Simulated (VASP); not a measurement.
Input:

```
ZnO
1.0
    1.59804    -2.76789     0.00000
    1.59804     2.76789     0.00000
    0.00000     0.00000     5.16549
Zn O
2 2
Direct
  0.66667   0.33333   0.50180
  0.33333   0.66667   0.00180
  0.66667   0.33333   0.88020
  0.33333   0.66667   0.38020
```

All values below come from LDA (Ceperley-Alder, Perdew-Zunger), VASP's LDA PAW potentials (set 64) (plane waves; VASP 6.6.1). Settings: 520 eV cut-off, 18×18×10 Γ-centred mesh, Gaussian smearing of 0.010 eV, potentials Zn O.

### Question
Predict the energy per atom (σ→0), band gap (on the k-mesh) with the smallest direct gap where there is one.

### Answer

| Quantity | Value |
|---|---|
| band gap (on the k-mesh) | 0.80 eV |
| smallest direct gap (on the k-mesh) | 0.80 eV |
| energy per atom (σ→0) | -5290 meV/atom |

Only differences to runs with the same potentials and settings are physical.

The compound is ZnO in the wurtzite structure. It was relaxed first.
